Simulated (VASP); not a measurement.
Consider the following.

```
CELL_PARAMETERS angstrom
      3.99283     0.00000     0.00000
      0.00000     3.99283     0.00000
      0.00000     0.00000     3.99283
ATOMIC_POSITIONS crystal
  Tl 0.00000 0.00000 0.00000
  Br 0.50000 0.50000 0.50000
```

These are PBEsol GGA, VASP's PBE PAW potentials (set 64) (plane waves; VASP) values and carry that method's errors. Settings: 520 eV cut-off, 7×7×7 Γ-centred mesh, Gaussian smearing of 0.050 eV, potentials Tl_d Br.

The job: TlBr (CsCl type), 2 atoms, PBEsol, static run, 520 eV, 7×7×7 Γ-centred mesh. Roughly how much core time does it take on a busy server core?

About 10 core-seconds (one run on a shared machine, a rough figure). It had 20 irreducible k-points, 14 bands, up to 1743 plane waves and 13 electronic steps.

The compound is TlBr in the CsCl type structure. This cell is one point of a volume scan, at 1.06 of the reference volume.
